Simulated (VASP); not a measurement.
Input:

```
CELL_PARAMETERS angstrom
     -1.64192     1.64192     1.64192
      1.64192    -1.64192     1.64192
      1.64192     1.64192    -1.64192
ATOMIC_POSITIONS crystal
  Ta 0.00000 0.00000 0.00000
```

Computed with PBEsol GGA, VASP's PBE PAW potentials (set 64) (plane waves; VASP). Settings: 400 eV cut-off, 14×14×14 Γ-centred mesh, first-order Methfessel-Paxton smearing of 0.10 eV, potentials Ta_pv.

Unless said otherwise, spin-orbit coupling is left out, though it shifts the bands of the heavy elements here.

Problem. What does the run give for the energy per atom (σ→0), band gap (on the k-mesh) with the smallest direct gap where there is one?

Solution. 
- band gap (on the k-mesh): none (metal, semimetal or under 0.01 eV)
- energy per atom (σ→0): -12.557 eV/atom

Only differences to runs with the same potentials and settings are physical.

The compound is Ta in the bcc structure. It was relaxed first. The start is the result of an earlier pass.
